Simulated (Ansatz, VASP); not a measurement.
**In3As in two plane-wave programs**

One calculation is typed for both programs; each brings its own data sets. How far apart do they land? The cell is generated by rule, not measured, and may not be a known phase. The cell is taken from a series of runs on this material, whose earlier steps may have relaxed, scaled, displaced or heated it; both programs get it as it stands.

Calculated with Ansatz 0.2.0; plane waves, with VASP 6.6.1 beside it; single point at PBEsol.

The structure was built from a prototype and need not be the compound's stable phase.

### 1. The structure

The structure is trigonal, space group R-3m (No. 166). Conventional cell: a = 5.150 Å, b = 5.150 Å, c = 25.232 Å, α = 90.00°, β = 90.00°, γ = 120.00°. As has 4 In at 2.72 to 3.03 Å nearest. Nearest to In lie 4 In at 3.15 to 3.17 Å. Nearest to In lie 4 As at 2.72 to 3.03 Å and 4 In at 3.14 to 3.16 Å. Nearest to In lie 8 In at 3.14 to 3.15 Å. Nearest to In lie 8 In at 3.16 to 3.17 Å. Farther neighbours are not listed.

### 2. VASP: single point, PBEsol, pair 1

A single point gives forces, pressure and levels at one fixed geometry, so differences don't come from the geometry; what else differs is listed under the comparison.

Lines of VASP's logs that name or quote its potential files are left out, and so is its time.

Contents of INCAR:

```
SYSTEM = In3As
PREC = Accurate
ENCUT = 500
EDIFF = 1E-06
NELM = 120
ISMEAR = 1
SIGMA = 0.15
LREAL = .FALSE.
ALGO = Normal
GGA = PS
NBANDS = 54
LORBIT = 11
LWAVE = .FALSE.
LCHARG = .FALSE.
ISIF = 2
LASPH = .TRUE.
GGA_COMPAT = .FALSE.
KPAR = 2
```

Contents of POSCAR:

```
In3As
1.0
    0.0000000000      3.6418882994      3.6418882994
   -3.6418882994      3.6418882994      0.0000000000
   -3.6418882994     -3.6418882994      7.2837765988
As In
2 6
Direct
    0.0356693562      0.4821653220      0.4464959658
    0.9643306440      0.0178346780      0.0535040340
    0.7514103543      0.6242948229      0.8728844686
    0.7485896459      0.1257051771      0.3771155312
    0.2485896459      0.8757051771      0.6271155312
    0.2514103543      0.3742948229      0.1228844686
    0.5000000001      0.2500000000      0.7499999999
    0.5000000001      0.7500000000      0.2499999999
```

Contents of KPOINTS:

```
Automatic mesh
0
Gamma
9 9 8
0 0 0
```

The projector-augmented-wave data sets are As and In_d (PBE family, release 64).

Launch:

```bash
> mpirun -np 2 vasp_std
```

Numbers of over 12 decimals in the logs are rounded to 6 here.

Log:

```text
[banner, memory and clock lines left out]
running    2 mpi-ranks, on    1 nodes
 distrk:  each k-point on    1 cores,    2 groups
 distr:  one band on    1 cores,    1 groups

 POSCAR found type information on POSCAR AsIn
 POSCAR found :  2 types and       8 ions
|                                                                             |
|               ----> ADVICE to this user running VASP <----                  |
|                                                                             |
|     You enforced a specific xc type in the INCAR file but a different       |
|     [... a line on the potential file left out ...]
|     I HOPE YOU KNOW WHAT YOU ARE DOING!                                     |
|                                                                             |

 LDA part: xc-table for (Slater+PW92), standard interpolation
|                                                                             |
|           W    W    AA    RRRRR   N    N  II  N    N   GGGG   !!!           |
|           W    W   A  A   R    R  NN   N  II  NN   N  G    G  !!!           |
|           W    W  A    A  R    R  N N  N  II  N N  N  G       !!!           |
|           W WW W  AAAAAA  RRRRR   N  N N  II  N  N N  G  GGG   !            |
|           WW  WW  A    A  R   R   N   NN  II  N   NN  G    G                |
|           W    W  A    A  R    R  N    N  II  N    N   GGGG   !!!           |
|                                                                             |
|     Your reciprocal lattice and k-lattice belong to different lattice       |
|     classes:                                                                |
|                                                                             |
|        The reciprocal lattice is rhombohedral (trigonal),                   |
|        whereas your k-lattice is base-centered monoclinic.                  |
|                                                                             |
|     Results are often still useful ...                                      |
|                                                                             |

 POSCAR, INCAR and KPOINTS ok, starting setup
 FFT: planning ... GRIDC
 FFT: planning ... GRID_SOFT
 FFT: planning ... GRID
 WAVECAR not read
 entering main loop
       N       E                     dE             d eps       ncg     rms          rms(c)
DAV:   1     0.921656665134E+03    0.92166E+03   -0.39789E+04 20000   0.209E+03
DAV:   2     0.968459322832E+02   -0.82481E+03   -0.81072E+03 19980   0.539E+02
DAV:   3    -0.203452679436E+02   -0.11719E+03   -0.11434E+03 22126   0.215E+02
DAV:   4    -0.277371819539E+02   -0.73919E+01   -0.72970E+01 24096   0.554E+01
DAV:   5    -0.279665817775E+02   -0.22940E+00   -0.22926E+00 26570   0.903E+00    0.771E+00
DAV:   6    -0.275022945395E+02    0.46429E+00   -0.11211E+00 25858   0.995E+00    0.387E+00
DAV:   7    -0.274756471113E+02    0.26647E-01   -0.42425E-01 27288   0.717E+00    0.943E-01
DAV:   8    -0.274698391912E+02    0.58079E-02   -0.66049E-02 27166   0.388E+00    0.650E-01
DAV:   9    -0.274687590716E+02    0.10801E-02   -0.12335E-02 26544   0.101E+00    0.337E-01
DAV:  10    -0.274682382669E+02    0.52080E-03   -0.17410E-03 30592   0.425E-01    0.488E-02
DAV:  11    -0.274682439655E+02   -0.56985E-05   -0.39242E-04 23160   0.246E-01    0.248E-02
DAV:  12    -0.274682395028E+02    0.44627E-05   -0.76074E-05 26698   0.904E-02    0.161E-02
DAV:  13    -0.274682393538E+02    0.14894E-06   -0.85184E-06 23974   0.395E-02
   1 F= -.27468239E+02 E0= -.27467099E+02  d E =-.341961E-02
```

Parts of OUTCAR (step 2):

```text
ion  position               nearest neighbor table
   1  0.036  0.482  0.446-   6 2.72   4 3.03   4 3.03   4 3.03   5 3.34   5 3.34   5 3.34   8 3.40
                             8 3.40   8 3.40
   2  0.964  0.018  0.054-   4 2.72   6 3.03   6 3.03   6 3.03   3 3.34   3 3.34   3 3.34   8 3.40
                             8 3.40   8 3.40
   3  0.751  0.624  0.873-   7 3.15   7 3.15   7 3.15   8 3.17   2 3.34   2 3.34   2 3.34   5 3.62
                             5 3.62   5 3.62   6 3.64   6 3.64   6 3.64
   4  0.749  0.126  0.377-   2 2.72   1 3.03   1 3.03   1 3.03   7 3.14   8 3.16   8 3.16   8 3.16
                             5 3.64   5 3.64   5 3.64   6 3.66   6 3.66   6 3.66
   5  0.249  0.876  0.627-   7 3.15   7 3.15   7 3.15   8 3.17   1 3.34   1 3.34   1 3.34   3 3.62
                             3 3.62   3 3.62   4 3.64   4 3.64   4 3.64
   6  0.251  0.374  0.123-   1 2.72   2 3.03   2 3.03   2 3.03   7 3.14   8 3.16   8 3.16   8 3.16
                             3 3.64   3 3.64   3 3.64   4 3.66   4 3.66   4 3.66
   7  0.500  0.250  0.750-   4 3.14   6 3.14   5 3.15   3 3.15   5 3.15   5 3.15   3 3.15   3 3.15

  LATTYP: Found a trigonal (rhomboedric) cell.
 ALAT       =     8.9207680337
 COS(alpha) =     0.8333333333

 Subroutine GETGRP returns: Found 12 space group operations
 (whereof  6 operations were pure point group operations)

The static configuration has the point symmetry C_3v.
 The point group associated with its full space group is D_3d.

 Found    185 irreducible k-points:

   k-points           NKPTS =    185   k-points in BZ     NKDIM =    185   number of bands    NBANDS=     54

   dimension x,y,z NGX =    40 NGY =   40 NGZ =   70
   dimension x,y,z NGXF=    80 NGYF=   80 NGZF=  140

   ENCUT  =  500.0 eV  36.75 Ry    6.06 a.u.   9.39  9.39 16.26*2*pi/ulx,y,z

   NELECT =      88.0000    total number of electrons

 k-points in reciprocal lattice and weights: Automatic mesh
   0.00000000  0.00000000  0.00000000       0.002
   0.11111111  0.00000000  0.00000000       0.003
   0.22222222  0.00000000  0.00000000       0.003
   0.33333333  0.00000000  0.00000000       0.003
   0.44444444  0.00000000  0.00000000       0.003
   0.00000000  0.11111111 -0.00000000       0.006
   0.22222222  0.11111111  0.00000000       0.006
   0.33333333  0.11111111 -0.00000000       0.006
   0.44444444  0.11111111 -0.00000000       0.006
[...]
-0.44444444  0.44444444  0.50000000       0.006
  -0.33333333  0.44444444  0.50000000       0.006

 average (electrostatic) potential at core
       1 -47.3697       2 -47.3697       3 -93.8326       4 -93.9059       5 -93.8326
       6 -93.9059       7 -93.8872       8 -93.9681

 E-fermi :   7.2184

 k-point     1 :       0.0000    0.0000    0.0000
  band No.  band energies     occupation
    ...
     41       5.3068      2.00000
     42       6.0199      2.00000
     43       6.2573      2.00000
     44       6.2573      2.00000
     45       6.4303      2.00000
     46       7.2780      0.38305
     47       7.2780      0.38305
     48       7.7594     -0.00000
     49       8.0657     -0.00000
     50       8.1983     -0.00000
    ...

 k-point     2 :       0.1111    0.0000    0.0000
  band No.  band energies     occupation
    ...
     42       5.8655      2.00000
     43       6.5455      2.00000
     44       6.5718      2.00000
     45       6.6691      2.00000
     46       7.2199      0.98338
     47       7.4735     -0.03705
     48       7.9991     -0.00000
     49       8.1773     -0.00000
     50       8.2360     -0.00000
     51       8.8353     -0.00000
    ...

 k-point     3 :       0.2222    0.0000    0.0000
  band No.  band energies     occupation
    ...
     42       5.9651      2.00000
     43       6.2095      2.00000
     44       6.4924      2.00000
     45       6.8045      2.00067
     46       7.2011      1.19384
     47       7.9146     -0.00000
     48       8.4884     -0.00000
     49       8.7427     -0.00000
     50       8.9373     -0.00000
     51       9.8885     -0.00000
    ...

  Total        0.5546269      0.5546269      0.5546269      0.7332223     -0.7332223     -0.7332223
  in kB        4.5990870      4.5990870      4.5990870      6.0800396     -6.0800396     -6.0800396
  external PRESSURE =       4.5990870 kB  Pullay stress =       0.0000000 kB

  energy-cutoff  :      500.00
  volume of cell :      193.21
      direct lattice vectors                 reciprocal lattice vectors
     0.000000000  3.641888299  3.641888299     0.137291416  0.137291416  0.137291416
    -3.641888299  3.641888299  0.000000000    -0.205937123  0.068645708 -0.068645708
    -3.641888299 -3.641888299  7.283776599    -0.068645708 -0.068645708  0.068645708

 POSITION                                       TOTAL-FORCE (eV/Angst)
 -----------------------------------------------------------------------------------
     -3.38208      0.25981      3.38208        -0.092629     -0.092629      0.092629
     -0.25981      3.38208      3.90170         0.092629      0.092629     -0.092629
     -5.45256      1.83122      9.09445         0.091687      0.091687     -0.091687
     -1.83122      1.81067      5.47311        -0.361584     -0.361584      0.361584
     -5.47311      1.81067      5.47311        -0.091687     -0.091687      0.091687
     -1.81067      1.83122      1.81067         0.361584      0.361584     -0.361584
     -3.64189      0.00000      7.28378        -0.000000     -0.000000      0.000000
     -3.64189      3.64189      3.64189        -0.000000     -0.000000      0.000000
 -----------------------------------------------------------------------------------
    total drift:                                0.000000     -0.000001     -0.000000

  FREE ENERGIE OF THE ION-ELECTRON SYSTEM (eV)
  ---------------------------------------------------
  free  energy   TOTEN  =       -27.4682393538 eV

  energy  without entropy=      -27.4648197424  energy(sigma->0) =      -27.46709948

 total charge
# of ion       s       p       d       tot
------------------------------------------
    1        1.312   1.328   0.028   2.668
    2        1.312   1.328   0.028   2.668
    3        1.023   0.431   9.854  11.308
    4        0.946   0.567   9.876  11.389
    5        1.023   0.431   9.854  11.308
    6        0.946   0.567   9.876  11.389
    7        0.990   0.532   9.848  11.369
    8        1.024   0.495   9.861  11.379
--------------------------------------------------
tot          8.575   5.679  59.224  73.479

[... 3 further parts left out ...]
```

The run ends at a pressure of 0.46 GPa, with forces up to 0.63 eV/Å.

### 3. Ansatz: single point, PBEsol, pair 1

Ansatz runs on its default PAW (the set named soft_2) files.

The same cell, functional, mesh and smearing now go to Ansatz, which takes its cutoff from its data sets.

Contents of input.yaml:

```yaml
crystal:
  lattice:
    - [0.0, 3.6418882994, 3.6418882994]
    - [-3.6418882994, 3.6418882994, 0.0]
    - [-3.6418882994, -3.6418882994, 7.2837765988]
  atoms:
    - { symbol: As, position: [0.0356693561, 0.482165322, 0.4464959659] }
    - { symbol: As, position: [-0.0356693561, 0.017834678, 0.0535040341] }
    - { symbol: In, position: [0.7514103542, 0.6242948229, 0.8728844687] }
    - { symbol: In, position: [0.7485896458, 0.1257051771, 0.3771155313] }
    - { symbol: In, position: [0.2485896458, 0.8757051771, 0.6271155313] }
    - { symbol: In, position: [0.2514103542, 0.3742948229, 0.1228844687] }
    - { symbol: In, position: [0.5, 0.25, 0.75] }
    - { symbol: In, position: [0.5, 0.75, 0.25] }
kpoints:
  mp_grid: { grid: [9, 9, 8] }
hamiltonian:
  xc: pbesol
scf:
  occupations: { method: methfessel_paxton, width: 0.15 }
output:
  forces: true
  stress: true
  eigenvalues: true
```

Launch:

```bash
> ansatz run input.yaml --threads 4 --pin off --max-ram 7168MiB --backend cpu --events-out ev --progress --plain --runs-dir out
```

Log:

```text
Warning: crystal.symmetry: narrowed to the stabiliser of the k-point mesh — unitary ops 12 → 4; excluded 8 operations that carry a point of the 9×9×8 mesh (shift [0, 0, 0]) off the mesh (the run samples exactly the mesh kpoints.mp_grid names, as under crystal.symmetry.detect: false, and its converged state has the mesh's symmetry, not the crystal's; ε∞, the Born charges and the force constants of a linear response (`dielectric:` by the response, `phonons.method: dfpt`) are averaged over those of the crystal's operations that the state keeps within a tolerance, where `mesh_tensors`, `unaveraged_element` or `gamma_mean_max_change_ev_ang2` stands beside them; [rest of the remark cut]
Engine: ansatz 0.2.0, aarch64-unknown-linux-gnu
Pseudopotentials: kind: paw
Pseudopotential: As, paw, valence charge 15, recommended cutoff 420 eV (normal), As.paw.azcp
Pseudopotential: In, paw, valence charge 13, recommended cutoff 420 eV (normal), In.paw.azcp
Functional definition: PBEsol
  exchange = pbesol_x
  correlation = pbesol_c
Crystal: 8 atoms, lattice volume = 193.215 Å³
Basis set: ecut = 420 eV, 3809 PW (Γ), exchange–correlation on 72×72×120 points (8 copies of the dense FFT grid, shifted against one another)
Bands: 65, of which v1, the nominal top of the filled ones, is band 54 counted from 1 (53 counted from 0)
Symmetry: 4 space group operations
k-points: 185 of 648
Non-local potential: As, projectors of the file, l = 0: 2, l = 1: 2, l = 2: 3, l = 3: 1
Non-local potential: In, projectors of the file, l = 0: 2, l = 1: 2, l = 2: 2, l = 3: 2
PAW form: soft (Blöchl's): semilocal exchange-correlation on the pseudo side does not see the compensation charge
PAW frozen core: As, regenerated for the run's functional, and the local potential with it (the file was generated under x = pbe(κ = 0.804, μ = 0.219515), c = pbe(β = 0.066725))
PAW frozen core: In, regenerated for the run's functional, and the local potential with it (the file was generated under x = pbe(κ = 0.804, μ = 0.219515), c = pbe(β = 0.066725))
PAW one-centre angular grid: As, 590 points (default); XC on 64 Gauss nodes
PAW one-centre angular grid: In, 590 points (default); XC on 64 Gauss nodes
Initial density: superposition of atomic densities (neutral atoms: chi_scale 0, normalization atom), corrected by the library's trained network
Initial wavefunctions: pseudopotential atomic-orbital guess
Functional: x = pbesol(κ = 0.804, μ = 0.123457), c = pbesol(β = 0.046)
SCF iter   1: F=—  HF=-42777.850689 eV  |F-HF|=—  |Δ(HF+E_count)|=         —  Δρ=3.30e-3  dr2=3.27e-2  ethr=1.77e-3  ⟨swp⟩=7.5  Hψ=48175  notcnv=0
preconditioner: auto → Kerker (q_TF=auto, 2.476 Å⁻¹)  [metal: Δε(μ)=0.005 eV  Ē_g=14.024 eV  σ=0.150 eV  W_gap=0.03  n_scr=48 (ndim 8)  ℏωp=25.1 eV  f_vac=0.000  D(μ)=4.66/eV (n_scr^D=28)]
SCF iter   2: F=—  HF=-42777.836198 eV  |F-HF|=—  |Δ(HF+E_count)|=   1.45e-2  S|Δr|=    0.00e0  Δρ=1.64e-3  dr2=9.98e-3  ethr=3.03e-5  ⟨swp⟩=2.0  Hψ=23857  notcnv=0
SCF iter   3: F=—  HF=-42777.833762 eV  |F-HF|=—  |Δ(HF+E_count)|=   2.44e-3  S|Δr|=    0.00e0  Δρ=4.64e-4  dr2=9.82e-4  ethr=9.24e-6  ⟨swp⟩=2.0  Hψ=19092  notcnv=0
SCF iter   4: F=—  HF=-42777.833580 eV  |F-HF|=—  |Δ(HF+E_count)|=   1.82e-4  S|Δr|=    0.00e0  Δρ=1.72e-4  dr2=1.83e-4  ethr=9.09e-7  ⟨swp⟩=2.0  Hψ=21373  notcnv=0
SCF iter   5: F=—  HF=-42777.833541 eV  |F-HF|=—  |Δ(HF+E_count)|=   3.90e-5  S|Δr|=    0.00e0  Δρ=5.97e-5  dr2=1.20e-5  ethr=1.70e-7  ⟨swp⟩=2.0  Hψ=21394  notcnv=0
SCF iter   6: F=—  HF=-42777.833488 eV  |F-HF|=—  |Δ(HF+E_count)|=   5.31e-5  S|Δr|=    0.00e0  Δρ=3.30e-5  dr2=2.08e-6  ethr=1.11e-8  ⟨swp⟩=2.0  Hψ=21395  notcnv=0
SCF iter   7: F=—  HF=-42777.833487 eV  |F-HF|=—  |Δ(HF+E_count)|=   8.23e-7  S|Δr|=    0.00e0  Δρ=6.61e-6  dr2=1.41e-7  ethr=1.92e-9  ⟨swp⟩=2.0  Hψ=21374  notcnv=0
SCF iter   8: F=-42777.833487 eV  HF=-42777.833487 eV  |F-HF|=8.91e-9  |Δ(HF+E_count)|=   1.44e-8  S|Δr|=    0.00e0  Δρ=2.37e-6  dr2=1.33e-8  ethr=9.26e-11  ⟨swp⟩=9.0  Hψ=46591  notcnv=0
SCF 1 converged in 8 iterations: F = -42777.833487 eV  dr2 = 1.33e-8
  greatest PAW one-centre occupation: 0.999 electrons in one spin orbital (limit 2), on the As atom at site 1 (counted from 0), in its partial waves of l = 2
SCF converged after 8 iterations
Stability not checked: this state was not tested for a lower state beside it, because cold or Methfessel-Paxton smearing, or corrected tetrahedra, fill the levels in a way that the test cannot read (fill_not_monotonic; see scf.lower_state_search)
Free energy (F): -42777.833487 eV
Harris-Foulkes:  -42777.833487 eV  (|F-HF|=8.91e-9)
Internal energy: -42777.830055 eV  (E = F + TS)
E sigma→0 (E₀):  -42777.832629 eV
Entropy (-TS):   -0.003432 eV (-0.429 meV/atom)
Fermi energy:    10.617674 eV
--- Per-component energies (eV) ---
  E_band       = -568.812400
  E_kinetic    = 1656.971329
  E_local      = -9829.528863  (includes V_loc(G=0)·N_el)
  E_nonlocal   = 867.696848
  E_hartree    = 4412.888194
  E_xc         = -1442.961301
  E_vxc        = -762.550742  (∫ρ·V_xc dr)
  E_paw        = -28073.126463  (= ΣΔE_a)
  E_vpaw       = -1327.183807  (= ΣTr[D̂ρ^β])
  E_aug_tail   = 0.000163  (compensation charges beyond the density's cutoff)
  E_ewald      = -10373.118235
  E_core_change = 3.348272  (= ΣΔE_core)
  E_smearing   = -0.003432  (= −TS)
  E_closure    = -0.000000  (closes the sum)
  Σ components = -42777.833487   (vs F -42777.833487, Δ=0.00e0)
--- Forces (eV/Å), atoms counted from 1 ---
  atom   1  As    -0.08349681    -0.08349681     0.08626092
  atom   2  As     0.08349681     0.08349681    -0.08626092
  atom   3  In     0.09052499     0.09052499    -0.09253735
  atom   4  In    -0.35682149    -0.35682149     0.35690821
  atom   5  In    -0.09052499    -0.09052499     0.09253735
  atom   6  In     0.35682149     0.35682149    -0.35690821
  atom   7  In    -0.00000000     0.00000000     0.00000000
  atom   8  In    -0.00000000     0.00000000     0.00000000
  max |Σ_I F_I| component: 1.26e-28 eV/Å
--- Stress (GPa, compression-positive) ---
        0.372226       0.614429      -0.595209
        0.614429       0.372226      -0.595209
       -0.595209      -0.595209       0.433109
  P = ⅓ Tr σ = 0.3925 GPa (3.925 kbar)
--- Band table (eV; the first three rows and the last of 185) ---
  k-point 0: bands = [... 50 lower, 8.7061, 9.4160, 9.6579, 9.6580, 9.8297, 10.6783, 10.6784, 11.1598, ... 7 higher]
  k-point 1: bands = [... 50 lower, 8.6770, 9.1420, 9.7023, 9.7024, 10.1523, 10.6728, 10.7097, 10.7099, ... 7 higher]
  k-point 2: bands = [... 50 lower, 8.6094, 9.1401, 9.8298, 9.8299, 9.8603, 10.6053, 10.7145, 10.7147, ... 7 higher]
  k-point 184: bands = [... 50 lower, 9.1101, 9.2167, 9.4653, 10.4526, 11.4534, 11.8854, 12.4677, 12.6892, ... 7 higher]
```

The column dr2 measures how far the density is from self-consistency, as an energy; F and HF (Harris–Foulkes) agree once it is small.

The run ends at a pressure of 0.39 GPa, with forces up to 0.62 eV/Å.

### 4. Comparison

Known differences besides the potentials themselves: the data sets hold 108 valence electrons in Ansatz (on its default PAW (the set named soft_2) files) and 88 in VASP; the cutoff is 420 eV in Ansatz and 500 eV in VASP; Ansatz makes its cores anew for this functional, VASP keeps those of its PBE data sets. Total energies have different zeros and are not compared.

Compared:

```csv
quantity,Ansatz,VASP,difference
pressure (GPa),0.39,0.46,-0.07
```

Forces (eV/Å; atoms numbered as in POSCAR):

```csv
atom,"Ansatz x, y, z","VASP x, y, z"
As1,"-0.083, -0.083, 0.086","-0.093, -0.093, 0.093"
As2,"0.083, 0.083, -0.086","0.093, 0.093, -0.093"
In3,"0.091, 0.091, -0.093","0.092, 0.092, -0.092"
In4,"-0.357, -0.357, 0.357","-0.362, -0.362, 0.362"
In5,"-0.091, -0.091, 0.093","-0.092, -0.092, 0.092"
In6,"0.357, 0.357, -0.357","0.362, 0.362, -0.362"
In7,"0.000, 0.000, 0.000","0.000, 0.000, 0.000"
In8,"0.000, 0.000, 0.000","0.000, 0.000, 0.000"
```

The forces differ by 4.8 meV/Å r.m.s., which is 2.5 % of the r.m.s. force of 0.192 eV/Å (both taken over all components).

(Part 1 of 2 ends here.)

[Lines on the potential files, build, host, timing and source positions are cut from VASP's logs without a mark.]

[Logs are printed without paths, hosts, clocks, repeated set-up lines and the standing remarks that a program may print on its own settings, such as how far it seeks lower states.]

[Hosts, paths, dates, database ids (printed as entryN), source tags and the programs' standing remarks are cut or masked in the printed files.]
